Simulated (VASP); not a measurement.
Data:

```
BaHfO3
1.0
    4.17612     0.00000     0.00000
    0.00000     4.17612     0.00000
    0.00000     0.00000     4.17612
Ba Hf O
1 1 3
Direct
  0.00000   0.00000   0.00000
  0.50000   0.50000   0.50000
  0.50000   0.00000   0.50000
  0.00000   0.50000   0.50000
  0.50000   0.50000   0.00000
```

These are optB86b-vdW, VASP's PBE PAW potentials (set 64) (plane waves; VASP) values and carry that method's errors. Numerical set-up: 520 eV cut-off, 5×5×5 Γ-centred mesh, Gaussian smearing of 0.050 eV, potentials Ba_sv Hf_pv O.

**Question.** Predict the energy per atom (σ→0).

**Answer.** 
```yaml
energy per atom (σ→0): -7.014 eV/atom
```

Only differences to runs with the same potentials and settings are physical.

The compound is BaHfO3 in the cubic perovskite structure. It was relaxed first.
